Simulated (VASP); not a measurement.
Consider the following.

```
Cd2SSe
1.0
    4.24641     0.00000     0.00000
   -2.12320     3.67750     0.00000
    0.00000     0.00000     6.92047
Cd Se S
2 1 1
Direct
  0.00000   0.00000   0.48968
  0.33333   0.66667   0.01014
  0.33333   0.66667   0.62628
  0.00000   0.00000   0.12189
```

The numbers are results of r2SCAN meta-GGA, VASP's PBE PAW potentials (set 64) (plane waves; VASP 6.6.1), not measurements. Numerical set-up: 400 eV cut-off, 7×7×4 Γ-centred mesh, tetrahedra with Blöchl corrections, potentials Cd Se S.

Task: Give the energies of bands 13 to 21 at the high-symmetry points, in eV from the valence-band maximum.

Result: 
```
band      Γ      M      K      A      L      H
----  -----  -----  -----  -----  -----  -----
13    -4.42  -4.21  -3.83  -2.71  -4.29  -4.17
14    -0.95  -3.61  -3.69  -2.53  -4.13  -4.00
15    -0.95  -2.72  -3.17  -0.79  -1.69  -2.69
16    -0.18  -2.00  -2.04  -0.79  -1.56  -2.33
17     0.00  -1.40  -1.85  -0.19  -1.30  -1.34
18     0.00  -0.78  -1.72  -0.19  -1.16  -1.08
19     1.22   3.69   4.62   2.75   3.44   4.39
20     2.86   3.92   5.01   3.09   3.51   4.40
21     6.57   5.13   5.43   6.08   5.28   5.92
```

The gap is direct, 1.22 eV, from the valence maximum at Γ to the conduction minimum at Γ.

The structure comes from a computed database's Cd2SeS entry (P3m1); how it stands against other phases isn't given here. It was relaxed first.
